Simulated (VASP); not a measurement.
Consider the following.

```yaml
crystal:
  lattice:
    - [0.00000, 2.70500, 2.70500]
    - [2.70500, 0.00000, 2.70500]
    - [2.70500, 2.70500, 0.00000]
  atoms:
    - { symbol: Si, position: [0.25000, 0.25000, 0.25000] }
    - { symbol: Si, position: [0.75000, 0.75000, 0.75000] }
    - { symbol: Ni, position: [0.00000, 0.00000, 0.00000] }
```

Calculation: PBE GGA, VASP's PBE PAW potentials (set 64) (plane waves; VASP). Run with 300 eV cut-off, 11×11×11 Γ-centred mesh, Fermi-Dirac smearing of 0.14 eV, potentials Si Ni.

At this cut-off the stress carries a Pulay error, which pulls relaxed volumes low.

**Question.** What does the run give for the energy per atom (σ→0), pressure, band gap (on the k-mesh) with the smallest direct gap where there is one?

**Answer.** 
```yaml
band gap (on the k-mesh): none (metal, semimetal or under 0.01 eV)
energy per atom (σ→0): -5.786 eV/atom
pressure: 2.57 GPa
```

The absolute energy has meaning only against runs of the same code, potentials and settings.

The structure is a typed NiSi2 crystal (Fm-3m). The cell was not relaxed at this level. The run is not spin-polarised, so no magnetic state was tried.
